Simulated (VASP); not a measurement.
Ni3Ge (space group Pm-3m): the formation energy from VASP (plane waves, PAW) at several levels of theory. The references are the elements' solids at the same level; no temperature or zero-point terms are added.

```
level   formation energy (eV/atom)
------  --------------------------
LDA                         -0.366
r2SCAN                      -0.261
```

The cell of the LDA run:

```cif
data_GeNi3
_chemical_formula_sum 'Ni3 Ge1'
_space_group_name_H-M_alt 'Pm-3m'
_space_group_IT_number 221
_space_group_name_Hall '-P 4 2 3'
_cell_length_a 3.48943
_cell_length_b 3.48943
_cell_length_c 3.48943
_cell_angle_alpha 90.000
_cell_angle_beta 90.000
_cell_angle_gamma 90.000
loop_
_atom_site_label
_atom_site_type_symbol
_atom_site_symmetry_multiplicity
_atom_site_Wyckoff_symbol
_atom_site_fract_x
_atom_site_fract_y
_atom_site_fract_z
_atom_site_occupancy
Ni1 Ni 3 c 0.00000 0.50000 0.50000 1
Ge1 Ge 1 a 0.00000 0.00000 0.00000 1
```

Only levels that ran to the end are used. Left out are those held back, those with too coarse a band path, GW runs whose mesh misses a band edge, hybrids' fits of cells that aren't cubic and levels without matching references; a question may draw on a part of the rest.
